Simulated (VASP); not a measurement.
Calculation: PBE GGA, VASP's PBE PAW potentials (set 64) (plane waves; VASP).

Input for VASP

### INCAR
```
EDIFF = 1E-6
ISIF = 2   # forces and stress, cell fixed
SYSTEM = MnO
ALGO = Normal
LCHARG = .FALSE.
GGA = PE
PREC = Accurate
ENCUT = 520   # plane-wave cut-off (eV)
LREAL = .FALSE.   # projection in real space or not
MAGMOM = 5.0 -5.0 2*0.0
LMAXMIX = 4
LORBIT = 10
ISPIN = 2
LASPH = .TRUE.   # aspherical one-centre terms
LWAVE = .FALSE.
SIGMA = 0.05   # width (eV)
ISMEAR = 0   # Gaussian
NELM = 100
```

POSCAR:
```
MnO
1
    4.5288000000     2.2644000000     2.2644000000
    2.2644000000     4.5288000000     2.2644000000
    2.2644000000     2.2644000000     4.5288000000
Mn O
2 2
Direct
  0.0000000000   0.0000000000   0.0000000000
  0.5000000000   0.5000000000   0.5000000000
  0.2500000000   0.2500000000   0.2500000000
  0.7500000000   0.7500000000   0.7500000000
```

KPOINTS:
```
Automatic mesh
0
G
 6 6 6
0 0 0
```

POTCAR, in this order: Mn_pv O (PBE.64 set). Program: vasp_std.

Output of the run:

**OSZICAR**
```
       N       E                     dE             d eps       ncg     rms          rms(c)
DAV:   1     0.446713703403E+03    0.44671E+03   -0.22493E+04  3032   0.200E+03
DAV:   2     0.144430236533E+02   -0.43227E+03   -0.42447E+03  3063   0.549E+02
DAV:   3    -0.365016888519E+02   -0.50945E+02   -0.50006E+02  4099   0.173E+02
DAV:   4    -0.378715762510E+02   -0.13699E+01   -0.13510E+01  3322   0.294E+01
DAV:   5    -0.378950047864E+02   -0.23429E-01   -0.23417E-01  3499   0.434E+00    0.187E+01
DAV:   6    -0.331342997090E+02    0.47607E+01   -0.48780E+01  4008   0.551E+01    0.158E+01
DAV:   7    -0.330694266927E+02    0.64873E-01   -0.44119E+00  3520   0.239E+01    0.989E+00
DAV:   8    -0.330643127387E+02    0.51140E-02   -0.10709E+00  3607   0.725E+00    0.558E+00
DAV:   9    -0.330396423373E+02    0.24670E-01   -0.91175E-02  3905   0.408E+00    0.110E+00
DAV:  10    -0.330436764410E+02   -0.40341E-02   -0.36104E-02  3532   0.123E+00    0.448E-01
DAV:  11    -0.330435404894E+02    0.13595E-03   -0.42164E-03  3463   0.478E-01    0.105E-01
DAV:  12    -0.330437065152E+02   -0.16603E-03   -0.13498E-04  3168   0.108E-01    0.407E-02
DAV:  13    -0.330437352532E+02   -0.28738E-04   -0.41519E-05  3574   0.602E-02    0.170E-02
DAV:  14    -0.330437384431E+02   -0.31900E-05   -0.50065E-06  2663   0.234E-02    0.807E-03
DAV:  15    -0.330437385000E+02   -0.56847E-07   -0.22135E-06  2271   0.102E-02
   1 F= -.33043738E+02 E0= -.33043738E+02  d E =-.473938E-26  mag=     0.0000
```

**OUTCAR**
```
------------------------ aborting loop because EDIFF is reached ----------------------------------------
  FORCE on cell =-STRESS in cart. coord.  units (eV):
  Direction    XX          YY          ZZ          XY          YZ          ZX
  --------------------------------------------------------------------------------------
  Total       -2.2509032     -2.2509032     -2.2509032     -0.4040291     -0.4040291     -0.4040291
  in kB      -77.6511655    -77.6511655    -77.6511655    -13.9381072    -13.9381072    -13.9381072
  external PRESSURE =     -77.6511655 kB  Pullay stress =       0.0000000 kB
  volume of cell :       46.44
      direct lattice vectors                 reciprocal lattice vectors
     4.528800000  2.264400000  2.264400000     0.331213567 -0.110404522 -0.110404522
     2.264400000  4.528800000  2.264400000    -0.110404522  0.331213567 -0.110404522
     2.264400000  2.264400000  4.528800000    -0.110404522 -0.110404522  0.331213567
 POSITION                                       TOTAL-FORCE (eV/Angst)
 -----------------------------------------------------------------------------------
      0.00000      0.00000      0.00000        -0.000000     -0.000000     -0.000000
      4.52880      4.52880      4.52880        -0.000000     -0.000000     -0.000000
      2.26440      2.26440      2.26440         0.000000     -0.000000     -0.000000
      6.79320      6.79320      6.79320         0.000000      0.000000      0.000000
 -----------------------------------------------------------------------------------
    total drift:                                0.000000     -0.000000     -0.000000
  FREE ENERGIE OF THE ION-ELECTRON SYSTEM (eV)
  ---------------------------------------------------
  free  energy   TOTEN  =       -33.0437385000 eV

  energy  without entropy=      -33.0437385000  energy(sigma->0) =      -33.04373850

 total charge

# of ion       s       p       d       tot
------------------------------------------
    1        0.191   6.157   4.954  11.302
    2        0.191   6.157   4.954  11.302
    3        1.561   3.392   0.000   4.953
    4        1.561   3.392   0.000   4.953
--------------------------------------------------
tot          3.503  19.098   9.908  32.509

 magnetization (x)

# of ion       s       p       d       tot
------------------------------------------
    1        0.017   0.016   4.336   4.369
    2       -0.017  -0.016  -4.336  -4.369
    3        0.000   0.000   0.000   0.000
    4        0.000   0.000   0.000   0.000
--------------------------------------------------
tot          0.000   0.000   0.000   0.000
```
(Selected blocks of OUTCAR.)

The compound is MnO in the rock salt, AFM-II order structure. The cell was not relaxed at this level.
